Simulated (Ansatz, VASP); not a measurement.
# Two plane-wave programs on HfHgF

```
Hf Hg F
1.0
     4.83023    0.00000    0.00000
    -2.41512    4.18310    0.00000
     0.00000    0.00000    3.08108
Hf Hg F
1 1 1
Direct
  0.66667 0.33333 0.50000
  0.33333 0.66667 0.50000
  0.00000 0.00000 0.00000
```

Change from the starting cell: species swapped into the BaAlSi type (P-6m2, No. 187).

Alike in both runs: task relaxation of cell and atoms; functional PBE; k mesh 6 × 6 × 6; occupations gaussian, width 0.1 eV; no spin polarisation.

|  | VASP | Ansatz |
| --- | --- | --- |
| version | VASP 6.6.1 | Ansatz 0.2.0 |
| potentials or method | VASP PAW PBE potentials, release 64 (Hf_pv, Hg, F) | scalar-relativistic, plane waves, PAW |
| plane-wave cutoff (eV) | 600 | 420 |
| valence electrons in the cell | 29 | 53 |

Ansatz gave:

```
gap on the k mesh at the Fermi level, each at its own relaxed structure (eV) : none
relaxed volume (Å³/atom)                                                     : 20.42
relaxed cell length with the largest relative difference (Å)                 : 4.819
energy change over the relaxation (meV/atom)                                 : -1
```

Problem. What did VASP give for the same quantities?

Solution. gap on the k mesh at the Fermi level, each at its own relaxed structure (eV): none; relaxed volume (Å³/atom): 20.30; relaxed cell length with the largest relative difference (Å): 4.808; energy change over the relaxation (meV/atom): -2.

A gap of «none» marks a metal or a gap that the smearing closes. The two sets of potentials don't hold the same shells in valence.

Caveats: an odd number of electrons without spin polarisation forces a metal; a magnetic or distorted state may lie lower. The runs have no spin-orbit coupling, so splittings on Hf, Hg are missing.
